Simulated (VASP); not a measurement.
Data:

```xyz
3
Lattice="0.0000 2.7572 2.7572 2.7572 0.0000 2.7572 2.7572 2.7572 0.0000" Properties=species:S:1:pos:R:3 pbc="T T T"
Ca     0.0000     2.7572     2.7572
F      1.3786     1.3786     1.3786
F      4.1358     4.1358     4.1358
```

All values below come from optB86b-vdW, VASP's PBE PAW potentials (set 64) (plane waves; VASP). Settings: 520 eV cut-off, 7×7×7 Γ-centred mesh, Gaussian smearing of 0.050 eV, potentials Ca_sv F.

**Question.** Estimate the energy per atom (σ→0), pressure.

**Answer.** 
```json
{
 "energy per atom (σ→0)": "-3.812 eV/atom",
 "pressure": "-2.49 GPa"
}
```

Only differences to runs with the same potentials and settings are physical.

The compound is CaF2 in the fluorite structure. This cell is one point of a volume scan, at 1.03 of the reference volume.
